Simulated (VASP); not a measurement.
All values below come from r2SCAN meta-GGA, VASP's PBE PAW potentials (set 64) (plane waves; VASP).

Input for VASP

POSCAR:
```
KCl
1.0
  0.0000000000   3.1450000000   3.1450000000
  3.1450000000   0.0000000000   3.1450000000
  3.1450000000   3.1450000000   0.0000000000
K Cl
1 1
Direct
  0.0000000000   0.0000000000   0.0000000000
  0.5000000000   0.5000000000   0.5000000000
```

**KPOINTS**
```
kpoints
0
Gamma
  8 8 8
0 0 0
```

### INCAR
```
# general
SYSTEM =KCl
PREC   =Accurate
ENCUT  =480   # plane-wave cut-off (eV)
LREAL  =.False.   # projection in real space or not
LASPH  =.True.

# electronic loop
EDIFF  =1E-7   # SCF stop (eV)
NELM   =100   # most electronic steps
ALGO   =Normal   # blocked Davidson
LMIXTAU=.True.

# smearing
ISMEAR =0   # Gaussian
SIGMA  =0.05

# functional
METAGGA=R2SCAN

# ions
ISIF   =2   # forces and stress, cell fixed

# output
LWAVE  =.False.
LCHARG =.False.
```

POTCAR, in this order: K_sv Cl (PBE.64 set). Program: vasp_std.

Q: What will the output report for the number of irreducible k-points (NKPTS), number of bands (NBANDS), largest plane-wave count, number of space-group operations, FFT grid (NGX, NGY, NGZ)?

A: 
```
Item                                           Value
--------------------------------------  ------------
number of irreducible k-points (NKPTS)            29
number of bands (NBANDS)                          12
largest plane-wave count                        1524
number of space-group operations                  48
FFT grid (NGX, NGY, NGZ)                32 × 32 × 32
```

The compound is KCl in the rock salt structure. The cell was not relaxed at this level.
